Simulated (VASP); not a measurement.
OSZICAR of a VASP run on Mg (hcp):

OSZICAR:
```
...
DAV:   4     0.116883669396E+01   -0.40959E-02   -0.39487E-02  1812   0.225E+00
DAV:   5     0.116878216899E+01   -0.54525E-04   -0.54524E-04  1872   0.277E-01    0.780E-01
DAV:   6    -0.574642010998E+01   -0.69152E+01   -0.89044E+00  1200   0.352E+01    0.813E-01
DAV:   7    -0.590971052747E+01   -0.16329E+00   -0.60051E-01  1626   0.156E+01    0.991E-01
DAV:   8    -0.146903042027E+02   -0.87806E+01   -0.17102E+03  1020   0.367E+04    0.339E-01
DAV:   9    -0.819926614323E+06   -0.81991E+06   -0.78986E+06  1896   0.348E+03    0.319E+00
DAV:  10    -0.642113230821E+01    0.81992E+06   -0.49390E+03  1020   0.343E+02    0.418E-01
DAV:  11    -0.576548725576E+01    0.65565E+00   -0.28447E-01  1182   0.936E+00    0.135E-01
DAV:  12    -0.606286755488E+01   -0.29738E+00   -0.13425E+00  1302   0.864E+00    0.918E-02
DAV:  13    -0.600533199248E+01    0.57536E-01   -0.29960E+01  1014   0.677E+02    0.773E-02
DAV:  14    -0.603400156956E+01   -0.28670E-01   -0.12123E-01  1350   0.120E+01    0.564E-02
DAV:  15    -0.596484863030E+01    0.69153E-01   -0.16159E-01  1500   0.155E+01    0.227E-02
DAV:  16    -0.599776391264E+01   -0.32915E-01   -0.24426E-02  1644   0.259E+00    0.174E-02
DAV:  17    -0.601866953525E+01   -0.20906E-01   -0.12740E-02  1362   0.303E+00    0.199E-02
DAV:  18    -0.602210748084E+01   -0.34379E-02   -0.35872E-03  1224   0.202E+00    0.193E-02
DAV:  19    -0.601322001579E+01    0.88875E-02   -0.52379E-03  1290   0.228E+00    0.186E-02
DAV:  20    -0.601421949962E+01   -0.99948E-03   -0.27721E-03  1620   0.151E+00    0.211E-02
DAV:  21    -0.602367483065E+01   -0.94553E-02   -0.32573E-03  1542   0.115E+00    0.209E-02
DAV:  22    -0.600922058000E+01    0.14454E-01   -0.42104E-03  1530   0.119E+00    0.207E-02
DAV:  23    -0.600779845435E+01    0.14221E-02   -0.12975E-03  1584   0.827E-01    0.209E-02
DAV:  24    -0.600775555966E+01    0.42895E-04   -0.58497E-05  1596   0.172E-01    0.208E-02
DAV:  25    -0.600367066914E+01    0.40849E-02   -0.57921E-04  1488   0.458E-01    0.208E-02
DAV:  26    -0.600932845615E+01   -0.56578E-02   -0.59911E-04  1536   0.413E-01    0.205E-02
DAV:  27    -0.600929184132E+01    0.36615E-04   -0.77500E-04  1554   0.625E-01    0.202E-02
DAV:  28    -0.601880606974E+01   -0.95142E-02   -0.17484E-03  1422   0.732E-01    0.201E-02
DAV:  29    -0.601726769965E+01    0.15384E-02   -0.46562E-04  1548   0.488E-01    0.202E-02
DAV:  30    -0.601705147323E+01    0.21623E-03   -0.33996E-06  1758   0.373E-02    0.202E-02
DAV:  31    -0.601802736393E+01   -0.97589E-03   -0.16367E-05  1344   0.689E-02    0.202E-02
DAV:  32    -0.602669237672E+01   -0.86650E-02   -0.12644E-03  1260   0.554E-01    0.202E-02
DAV:  33    -0.602661544919E+01    0.76928E-04   -0.28405E-04  1548   0.439E-01    0.200E-02
DAV:  34    -0.603119208985E+01   -0.45766E-02   -0.64010E-04  1506   0.532E-01    0.204E-02
DAV:  35    -0.603131155014E+01   -0.11946E-03   -0.64304E-06  1494   0.824E-02    0.205E-02
DAV:  36    -0.603133128432E+01   -0.19734E-04   -0.18527E-07  1650   0.131E-02    0.205E-02
DAV:  37    -0.603131871773E+01    0.12567E-04   -0.11709E-07  1344   0.149E-02    0.205E-02
DAV:  38    -0.603047942394E+01    0.83929E-03   -0.11470E-05  1446   0.588E-02    0.205E-02
DAV:  39    -0.601399176685E+01    0.16488E-01   -0.69199E-03  1512   0.161E+00    0.205E-02
DAV:  40    -0.602057244620E+01   -0.65807E-02   -0.24425E-03  1530   0.106E+00    0.199E-02
DAV:  41    -0.602705631197E+01   -0.64839E-02   -0.24799E-03  1464   0.121E+00    0.195E-02
DAV:  42    -0.602294358849E+01    0.41127E-02   -0.24810E-03  1524   0.125E+00    0.187E-02
DAV:  43    -0.602247083458E+01    0.47275E-03   -0.82597E-04  1530   0.689E-01    0.184E-02
DAV:  44    -0.602968658961E+01   -0.72158E-02   -0.89813E-04  1206   0.462E-01    0.184E-02
DAV:  45    -0.602264661045E+01    0.70400E-02   -0.26831E-03  1506   0.138E+00    0.165E-02
DAV:  46    -0.603266367567E+01   -0.10017E-01   -0.26658E-03  1512   0.928E-01    0.159E-02
DAV:  47    -0.603279604599E+01   -0.13237E-03   -0.30862E-05  1638   0.132E-01    0.151E-02
DAV:  48    -0.603390257705E+01   -0.11065E-02   -0.71328E-04  1020   0.828E-01    0.134E-02
DAV:  49    -0.603434069014E+01   -0.43811E-03   -0.11709E-04  1056   0.344E-01    0.134E-02
DAV:  50    -0.603289623146E+01    0.14445E-02   -0.66675E-04  1026   0.776E-01    0.131E-02
DAV:  51    -0.603558297553E+01   -0.26867E-02   -0.59373E-03  1008   0.215E+00    0.962E-03
DAV:  52    -0.603536941677E+01    0.21356E-03   -0.50052E-04  1050   0.632E-01    0.964E-03
DAV:  53    -0.603506760359E+01    0.30181E-03   -0.93459E-06  1794   0.101E-01    0.968E-03
DAV:  54    -0.603521178622E+01   -0.14418E-03   -0.11963E-05  1110   0.104E-01    0.946E-03
DAV:  55    -0.603594816172E+01   -0.73638E-03   -0.48043E-05  1056   0.199E-01    0.939E-03
DAV:  56    -0.603528117030E+01    0.66699E-03   -0.19334E-04  1038   0.426E-01    0.950E-03
DAV:  57    -0.603544924284E+01   -0.16807E-03   -0.10157E-04  1044   0.469E-01    0.980E-03
DAV:  58    -0.608578582444E+01   -0.50337E-01   -0.38129E-01  1008   0.110E+01    0.170E-02
DAV:  59    -0.603281124106E+01    0.52975E-01   -0.24148E+00  1008   0.702E+01    0.955E-03
DAV:  60    -0.603512800188E+01   -0.23168E-02   -0.49385E-03  1008   0.187E+00    0.912E-03
DAV:  61    -0.608591712165E+01   -0.50789E-01   -0.38527E-01  1008   0.110E+01    0.161E-02
DAV:  62    -0.603308362882E+01    0.52833E-01   -0.24447E+00  1008   0.715E+01    0.885E-03
DAV:  63    -0.608592278038E+01   -0.52839E-01   -0.41259E-01  1008   0.114E+01    0.158E-02
DAV:  64    -0.603280572695E+01    0.53117E-01   -0.25004E+00  1008   0.727E+01    0.850E-03
DAV:  65    -0.608593799473E+01   -0.53132E-01   -0.41668E-01  1008   0.114E+01    0.155E-02
DAV:  66    -0.603253866488E+01    0.53399E-01   -0.26894E+00  1008   0.779E+01    0.749E-03
DAV:  67    -0.603390700329E+01   -0.13683E-02   -0.58152E-03  1080   0.258E+00    0.788E-03
DAV:  68    -0.608582697597E+01   -0.51920E-01   -0.40353E-01  1008   0.113E+01    0.122E-02
DAV:  69    -0.603333914822E+01    0.52488E-01   -0.28564E+00  1008   0.852E+01    0.717E-03
DAV:  70    -0.608591366158E+01   -0.52575E-01   -0.40981E-01  1008   0.113E+01    0.110E-02
DAV:  71    -0.603423791320E+01    0.51676E-01   -0.26848E+00  1008   0.807E+01    0.675E-03
DAV:  72    -0.608590318702E+01   -0.51665E-01   -0.40004E-01  1008   0.112E+01    0.940E-03
DAV:  73    -0.608599677484E+01   -0.93588E-04   -0.13463E-04  1476   0.938E-02    0.905E-03
DAV:  74    -0.608612091094E+01   -0.12414E-03   -0.35332E-06  1116   0.290E-02    0.857E-03
DAV:  75    -0.608613951749E+01   -0.18607E-04   -0.13129E-07  1434   0.607E-03    0.840E-03
DAV:  76    -0.608620935812E+01   -0.69841E-04   -0.58649E-06  1050   0.376E-02    0.994E-03
DAV:  77    -0.608602676004E+01    0.18260E-03   -0.13436E-05  1056   0.556E-02    0.101E-02
DAV:  78    -0.608627302541E+01   -0.24627E-03   -0.27785E-05  1026   0.753E-02    0.111E-02
DAV:  79    -0.608619939534E+01    0.73630E-04   -0.51393E-06  1050   0.338E-02    0.115E-02
DAV:  80    -0.608617034988E+01    0.29045E-04   -0.12723E-06  1062   0.202E-02    0.127E-02
DAV:  81    -0.608630737971E+01   -0.13703E-03   -0.11102E-05  1026   0.598E-02    0.924E-03
DAV:  82    -0.608627060362E+01    0.36776E-04   -0.21247E-06  1056   0.260E-02    0.922E-03
DAV:  83    -0.608631162612E+01   -0.41022E-04   -0.28619E-06  1032   0.331E-02    0.938E-03
DAV:  84    -0.608628167353E+01    0.29953E-04   -0.21804E-06  1032   0.193E-02    0.937E-03
DAV:  85    -0.608620951198E+01    0.72162E-04   -0.60095E-06  1026   0.467E-02    0.960E-03
DAV:  86    -0.608628905429E+01   -0.79542E-04   -0.60247E-05  1032   0.102E-01    0.912E-03
DAV:  87    -0.608631276126E+01   -0.23707E-04   -0.12759E-05  1026   0.504E-02    0.833E-03
DAV:  88    -0.608629303519E+01    0.19726E-04   -0.13840E-06  1044   0.185E-02    0.894E-03
DAV:  89    -0.608629565469E+01   -0.26195E-05   -0.28529E-08   606   0.266E-03    0.898E-03
DAV:  90    -0.608629238920E+01    0.32655E-05   -0.11330E-08   588   0.191E-03    0.908E-03
DAV:  91    -0.608634674592E+01   -0.54357E-04   -0.26159E-05  1020   0.843E-02    0.241E-03
DAV:  92    -0.608631336075E+01    0.33385E-04   -0.86589E-06  1020   0.496E-02    0.242E-03
DAV:  93    -0.608635891071E+01   -0.45550E-04   -0.92517E-06  1020   0.489E-02    0.203E-03
DAV:  94    -0.608635879805E+01    0.11266E-06   -0.77756E-07  1032   0.157E-02    0.174E-03
DAV:  95    -0.608636064915E+01   -0.18511E-05   -0.40363E-07  1026   0.110E-02    0.114E-03
DAV:  96    -0.608635958107E+01    0.10681E-05   -0.12919E-06  1020   0.145E-02    0.999E-04
DAV:  97    -0.608636240891E+01   -0.28278E-05   -0.59813E-07  1020   0.135E-02    0.814E-04
DAV:  98    -0.608636303251E+01   -0.62361E-06   -0.13689E-07  1032   0.543E-03    0.788E-04
DAV:  99    -0.608636338678E+01   -0.35427E-06   -0.65701E-08   978   0.402E-03    0.743E-04
DAV: 100    -0.608636340487E+01   -0.18090E-07   -0.43995E-09   522   0.125E-03
   1 F= -.60863634E+01 E0= -.60856009E+01  d E =-.608636E+01
       N       E                     dE             d eps       ncg     rms          rms(c)
DAV:   1    -0.608673091769E+01   -0.36753E-03   -0.10623E-03  1386   0.182E-01    0.108E-02
DAV:   2    -0.608672786157E+01    0.30561E-05   -0.69275E-06  1140   0.200E-02    0.654E-03
DAV:   3    -0.608672623321E+01    0.16284E-05   -0.19398E-06  1170   0.101E-02    0.289E-04
DAV:   4    -0.608672617300E+01    0.60210E-07   -0.17900E-07  1134   0.651E-03
   2 F= -.60867262E+01 E0= -.60859914E+01  d E =-.362768E-03
       N       E                     dE             d eps       ncg     rms          rms(c)
DAV:   1    -0.608699049543E+01   -0.26426E-03   -0.37134E-03  1380   0.339E-01    0.211E-02
DAV:   2    -0.608697927878E+01    0.11217E-04   -0.24589E-05  1152   0.376E-02    0.128E-02
DAV:   3    -0.608697305555E+01    0.62232E-05   -0.78544E-06  1158   0.191E-02    0.407E-04
DAV:   4    -0.608697298859E+01    0.66957E-07   -0.42208E-07  1158   0.102E-02
   3 F= -.60869730E+01 E0= -.60863719E+01  d E =-.609584E-03
```

Problem. Which electronic solver shows in the log?

Solution. It is blocked Davidson (ALGO = Normal, or the opening steps of other solvers). The INCAR had ALGO = Normal.

Problem. Can the final energy be trusted as converged?

Solution. Self-consistency was reached. It stopped with EDIFF = 1E-7, NELM = 100, NSW = 30 and EDIFFG = -0.01 after 3 ionic steps (revTPSS meta-GGA, plane waves, VASP's PBE PAW potentials (set 64)).

The compound is Mg in the hcp structure. This cell is one point of a volume scan, at 1.06 of the reference volume. Symmetry was kept, so distortions that lower it aren't found.
